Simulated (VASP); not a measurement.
A convergence study with VASP on Bi₂Te₃ (space group no. 166 when undisturbed): one setting is varied, all else stays as given below, so the limit is that of these other settings. One atom is moved off its site, so that forces are finite.

```
Bi2Te3
1.0
   10.29289    -2.20095     0.00000
   10.29289     2.20095     0.00000
    9.82226     0.00000     3.78299
Bi Te
2 3
Direct
  0.40163   0.40163   0.40163
  0.60000   0.60000   0.60000
  0.00000   0.00000   0.00000
  0.21000   0.21000   0.21000
  0.79000   0.79000   0.79000
```

All values below come from PBE GGA, VASP's PBE PAW potentials (set 64) (plane waves; VASP 6.6.1). The tightest run used: 525 eV cut-off, 7×7×7 Γ-centred mesh, Fermi-Dirac smearing of 0.010 eV, potentials Bi_d Te.

**Question.** The settings run are ENCUT = 105; ENCUT = 120; ENCUT = 135; ENCUT = 150; ENCUT = 165; ENCUT = 180; ENCUT = 210; ENCUT = 240; ENCUT = 270; ENCUT = 330; ENCUT = 360; ENCUT = 405; ENCUT = 450; ENCUT = 525. From which on does the stress (every component) stay within 0.2 GPa of the tightest run?

**Answer.** From ENCUT = 360 on: it is off by 0.16 there and by no more than 0.2 in any finer run, while ENCUT = 330 is off by 0.25.
```
setting      E (eV/atom)  pressure (GPa)  largest force (eV/Å)  plane waves  difference judged (GPa)
-----------  -----------  --------------  --------------------  -----------  -----------------------
ENCUT = 105      35.4220         -869.72                 1.834          434                   871.71
ENCUT = 120      12.3687         -465.69                 1.554          518                   467.46
ENCUT = 135       2.4463         -234.57                 0.377          622                   236.70
ENCUT = 150      -1.2898         -116.78                 0.593          747                   118.44
ENCUT = 165      -2.8036          -56.48                 0.280          845                    58.07
ENCUT = 180      -3.3863          -26.18                 0.381          951                    27.77
ENCUT = 210      -3.6465           -3.70                 0.369         1204                     5.26
ENCUT = 240      -3.6676            1.07                 0.367         1472                     0.48
ENCUT = 270      -3.6689            1.55                 0.366         1743                     0.01
ENCUT = 330      -3.6686            1.29                 0.366         2367                     0.25
ENCUT = 360      -3.6688            1.38                 0.367         2678                     0.16
ENCUT = 405      -3.6696            1.53                 0.367         3191                     0.01
ENCUT = 450      -3.6698            1.57                 0.366         3753                     0.03
ENCUT = 525      -3.6696            1.54                 0.366         4719                     0.00
```

Left out are rungs that failed or repeat a setting and relaxations that didn't move; long series are thinned to 24 rows.

The structure is a typed Bi2Te3 crystal (space group no. 166). The cell was not relaxed at this level, it is distorted from the ideal structure.
